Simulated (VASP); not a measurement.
The system is TiPt3.

```xyz
4
Lattice="3.9098 0.0000 0.0000 0.0000 3.9098 0.0000 0.0000 0.0000 3.9098" Properties=species:S:1:pos:R:3 pbc="T T T"
Ti    0.0000    0.0000    0.0000
Pt    0.0000    1.9549    1.9549
Pt    1.9549    0.0000    1.9549
Pt    1.9549    1.9549    0.0000
```

| Property | Result |
| --- | --- |
| Program | VASP 6.6.1 |
| Task | relaxation of cell and atoms |
| Functional | PBE |
| Potentials or basis | VASP PAW PBE potentials, release 64 (Ti_sv, Pt) |
| Cutoff | 600 eV |
| k mesh | 9 × 9 × 9 |
| Occupations | fermi-dirac, width 0.1 eV |
| Spin | no spin polarisation |

At the start: pressure 7.1 GPa; volume 14.94 Å³/atom.

Q: How do energy, volume and symmetry change on relaxing?

A: Over 4 steps the energy falls by 9.2 meV/atom and the volume is 15.37 Å³/atom (+2.9 %); space group Pm-3m (No. 221, to 0.05 Å).

The path:
```tsv
step	energy change (eV)	largest force (eV/Å)	pressure (GPa)	volume (Å³)
1	0.0000	0.0000	7.14	59.77
2	0.1516	0.0000	-13.29	65.72
3	-0.0369	0.0000	-0.16	61.52
4	-0.0369	0.0000	-0.01	61.47
```

Final structure:
```cif
data_structure
_symmetry_space_group_name_H-M 'P 1'
_symmetry_Int_Tables_number 1
_cell_length_a 3.9467
_cell_length_b 3.9467
_cell_length_c 3.9467
_cell_angle_alpha 90.000
_cell_angle_beta 90.000
_cell_angle_gamma 90.000
_cell_volume 61.47
loop_
_atom_site_label
_atom_site_type_symbol
_atom_site_fract_x
_atom_site_fract_y
_atom_site_fract_z
_atom_site_occupancy
Ti1 Ti 0.00000 0.00000 0.00000 1
Pt1 Pt 0.00000 0.50000 0.50000 1
Pt2 Pt 0.50000 0.00000 0.50000 1
Pt3 Pt 0.50000 0.50000 0.00000 1
```
